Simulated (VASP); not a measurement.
Method: PBE GGA, VASP's PBE PAW potentials (set 64) (plane waves; VASP 6.6.1).

A VASP calculation is set up with these files.

POSCAR:
```
C
1
    0.0000000000     1.7605633512     1.7605633512
    1.7605633512     0.0000000000     1.7605633512
    1.7605633512     1.7605633512     0.0000000000
C
2
Direct
  0.0000000000   0.0000000000   0.0000000000
  0.2500000000   0.2500000000   0.2500000000
```

### KPOINTS
```
Automatic mesh
0
Gamma
13 13 13
0 0 0
```

**INCAR**
```
SYSTEM = C
PREC = Accurate
ENCUT = 620
EDIFF = 1E-6
NELM = 100
ALGO = Normal
LREAL = .FALSE.
LASPH = .TRUE.
ISMEAR = 0
SIGMA = 0.05
GGA = PE
LWAVE = .FALSE.
LCHARG = .FALSE.
IBRION = 2
ISIF = 3
NSW = 40
EDIFFG = -0.02
PSTRESS = 300
```

POTCAR, in this order: C (PBE.64 set). Program: vasp_std.

The resulting files:

### OUTCAR
```
 ion  position               nearest neighbor table
   1  0.000  0.000  0.000-   2 1.52   2 1.52   2 1.52   2 1.52
   2  0.250  0.250  0.250-   1 1.52   1 1.52   1 1.52   1 1.52
  LATTYP: Found a face centered cubic cell.
 ALAT       =     3.5211267024
 Subroutine PRICEL returns:
 Original cell was already a primitive cell.
 Subroutine GETGRP returns: Found 48 space group operations
The static configuration has the point symmetry T_d .
 The point group associated with its full space group is O_h .
The dynamic configuration has the point symmetry T_d .
 Subroutine INISYM returns: Found 48 space group operations
 Subroutine IBZKPT returns following result:
 Found     84 irreducible k-points:

 Following reciprocal coordinates:
            Coordinates               Weight
  0.000000  0.000000  0.000000      1.000000
  0.076923  0.000000  0.000000      8.000000
  0.153846  0.000000  0.000000      8.000000
  0.230769  0.000000  0.000000      8.000000
  0.307692  0.000000  0.000000      8.000000
  0.384615  0.000000  0.000000      8.000000
  0.461538  0.000000  0.000000      8.000000
  0.076923  0.076923  0.000000      6.000000
...
```

OSZICAR:
```
       N       E                     dE             d eps       ncg     rms          rms(c)
DAV:   1     0.238732692358E+01    0.23873E+01   -0.57459E+03  1384   0.115E+03
DAV:   2    -0.187391653848E+02   -0.21126E+02   -0.20619E+02  2120   0.124E+02
DAV:   3    -0.188756017490E+02   -0.13644E+00   -0.13644E+00  1456   0.132E+01
DAV:   4    -0.188757874492E+02   -0.18570E-03   -0.18570E-03  1920   0.507E-01
DAV:   5    -0.188757875003E+02   -0.51125E-07   -0.51125E-07  1432   0.638E-03    0.581E+00
DAV:   6    -0.183400282492E+02    0.53576E+00   -0.40847E-01  1392   0.517E+00    0.349E+00
DAV:   7    -0.181598922686E+02    0.18014E+00   -0.44722E-01  1584   0.552E+00    0.819E-01
DAV:   8    -0.181612015986E+02   -0.13093E-02   -0.18628E-03  1392   0.521E-01    0.481E-02
DAV:   9    -0.181612130366E+02   -0.11438E-04   -0.13138E-04  1944   0.103E-01    0.273E-02
DAV:  10    -0.181612257547E+02   -0.12718E-04   -0.12882E-05  1392   0.427E-02    0.651E-03
DAV:  11    -0.181612255843E+02    0.17043E-06   -0.36327E-08   928   0.223E-03
   1 F= -.16117627E+02 E0= -.16117627E+02  d E =-.161176E+02
       N       E                     dE             d eps       ncg     rms          rms(c)
DAV:   1    -0.180620480693E+02    0.99178E-01   -0.76357E-01  1584   0.936E+00    0.818E-01
DAV:   2    -0.180543510057E+02    0.76971E-02   -0.61144E-03  1448   0.794E-01    0.423E-01
DAV:   3    -0.180512014774E+02    0.31495E-02   -0.61975E-03  1464   0.637E-01    0.685E-02
DAV:   4    -0.180511883386E+02    0.13139E-04   -0.12213E-05  1360   0.491E-02    0.362E-02
DAV:   5    -0.180511854644E+02    0.28742E-05   -0.12226E-06  1640   0.174E-02    0.212E-03
DAV:   6    -0.180511854763E+02   -0.11920E-07   -0.31427E-09   688   0.699E-04
   2 F= -.16106990E+02 E0= -.16106990E+02  d E =0.106368E-01
       N       E                     dE             d eps       ncg     rms          rms(c)
DAV:   1    -0.181333883303E+02   -0.82203E-01   -0.28327E-01  1512   0.561E+00    0.494E-01
DAV:   2    -0.181304848741E+02    0.29035E-02   -0.23523E-03  1432   0.495E-01    0.260E-01
DAV:   3    -0.181292866544E+02    0.11982E-02   -0.23562E-03  1448   0.390E-01    0.392E-02
DAV:   4    -0.181292830118E+02    0.36426E-05   -0.46917E-06  1344   0.308E-02    0.311E-02
DAV:   5    -0.181292769301E+02    0.60817E-05   -0.12258E-06  1504   0.162E-02    0.102E-03
DAV:   6    -0.181292768202E+02    0.10999E-06   -0.85169E-09   672   0.123E-03
   3 F= -.16124225E+02 E0= -.16124225E+02  d E =-.659802E-02
```

### OUTCAR
```
------------------------ aborting loop because EDIFF is reached ----------------------------------------
  FORCE on cell =-STRESS in cart. coord.  units (eV):
  Direction    XX          YY          ZZ          XY          YZ          ZX
  --------------------------------------------------------------------------------------
  Total        1.9998635      1.9998635      1.9998635     -0.0000000      0.0000000     -0.0000000
  in kB      299.2236900    299.2236900    299.2236900     -0.0000000      0.0000000     -0.0000000
  external PRESSURE =      -0.7763100 kB  Pullay stress =     300.0000000 kB
  volume of cell :       10.71
      direct lattice vectors                 reciprocal lattice vectors
    -0.000000000  1.749423644  1.749423644    -0.285808416  0.285808416  0.285808416
     1.749423644 -0.000000000  1.749423644     0.285808416 -0.285808416  0.285808416
     1.749423644  1.749423644 -0.000000000     0.285808416  0.285808416 -0.285808416
 POSITION                                       TOTAL-FORCE (eV/Angst)
 -----------------------------------------------------------------------------------
      0.00000      0.00000      0.00000         0.000000     -0.000000     -0.000000
      0.87471      0.87471      0.87471        -0.000000      0.000000      0.000000
 -----------------------------------------------------------------------------------
    total drift:                                0.000000      0.000000      0.000000
  FREE ENERGIE OF THE ION-ELECTRON SYSTEM (eV)
  ---------------------------------------------------
  free  energy   TOTEN  =       -18.1292768202 eV

  energy  without entropy=      -18.1292768202  energy(sigma->0) =      -18.12927682
  enthalpy is  TOTEN    =       -16.1242248044 eV   P V=        2.0050520158

 reached required accuracy - stopping structural energy minimisation
```
(Selected blocks of OUTCAR.)

**CONTCAR**
```
C
   1.00000000000000
    -0.0000000000000000    1.7494236442335809    1.7494236442335809
     1.7494236442335809   -0.0000000000000000    1.7494236442335809
     1.7494236442335809    1.7494236442335809   -0.0000000000000000
  C
     2
Direct
     0.0000000000000000    0.0000000000000000    0.0000000000000000
     0.2500000000000000    0.2500000000000000    0.2500000000000000
```

The compound is C in the diamond structure. This run relaxes it under an external pressure of 30 GPa. Symmetry was kept, so distortions that lower it aren't found.
